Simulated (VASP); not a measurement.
Input:

```
CdZn3O4
1.0
    3.30046     0.00000     0.00000
   -1.65023     2.85828     0.00000
    0.00000     0.00000    10.89738
Zn Cd O
3 1 4
Direct
  0.00000   0.00000   0.25097
  0.33333   0.66667   0.01443
  0.33333   0.66667   0.48699
  0.00000   0.00000   0.75659
  0.00000   0.00000   0.95897
  0.00000   0.00000   0.43141
  0.33333   0.66667   0.66548
  0.33333   0.66667   0.19506
```

Calculation: PBEsol GGA, VASP's PBE PAW potentials (set 64) (plane waves; VASP). Run with 520 eV cut-off, 9×9×3 Γ-centred mesh, tetrahedra with Blöchl corrections, potentials Zn Cd O.

**Question.** Predict the energy per atom (σ→0), band gap (on the k-mesh) with the smallest direct gap where there is one.

**Answer.** 
The band gap (on the k-mesh) is 0.10 eV and the smallest direct gap (on the k-mesh) is 0.10 eV. The energy per atom (σ→0) is -4.655 eV/atom.

The absolute energy has meaning only against runs of the same code, potentials and settings.

The structure comes from a computed database's Zn3CdO4 entry (P3m1); how it stands against other phases isn't given here. It was relaxed first.
